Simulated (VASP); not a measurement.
Given:

```
SrCl2
1.0
    0.00000     3.46011     3.52931
    3.46011     0.00000     3.52931
    3.46011     3.46011     0.00000
Sr Cl
1 2
Direct
  0.00000   0.00000   0.00000
  0.25000   0.25000   0.25000
  0.75000   0.75000   0.75000
```

These are PBEsol GGA, VASP's PBE PAW potentials (set 64) (plane waves; VASP) values and carry that method's errors. Numerical set-up: 480 eV cut-off, 6×6×6 Γ-centred mesh, Gaussian smearing of 0.050 eV, potentials Sr_sv Cl.

**Question.** Give the stress tensor in GPa (positive for a compressed cell).

**Answer.** 
```
-0.47   0.00   0.00
 0.00  -0.47   0.00
 0.00   0.00  -1.46
```
The pressure is its mean diagonal, -0.80 GPa.

The compound is SrCl2 in the fluorite structure. This cell was strained or had an atom moved on purpose.
